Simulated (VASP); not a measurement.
```yaml
crystal:
  lattice:
    - [-1.37444, 1.37444, 1.37444]
    - [1.37444, -1.37444, 1.37444]
    - [1.37444, 1.37444, -1.37444]
  atoms:
    - { symbol: Fe, position: [0.00000, 0.00000, 0.00000], spin: 2.1 }
```

All values below come from PBE GGA with D4 dispersion, VASP's PBE PAW potentials (set 64) (plane waves; VASP 6.6.1). Settings: 520 eV cut-off, 18×18×18 Γ-centred mesh, first-order Methfessel-Paxton smearing of 0.10 eV, potentials Fe.

Problem. Give the stress tensor in GPa (positive for a compressed cell).

Solution. 
```
15.66   0.00   0.00
 0.00  15.66   0.00
 0.00   0.00  15.66
```
The pressure is its mean diagonal, 15.66 GPa.

The compound is Fe in the bcc structure. This cell is one point of a volume scan, at 0.94 of the reference volume.
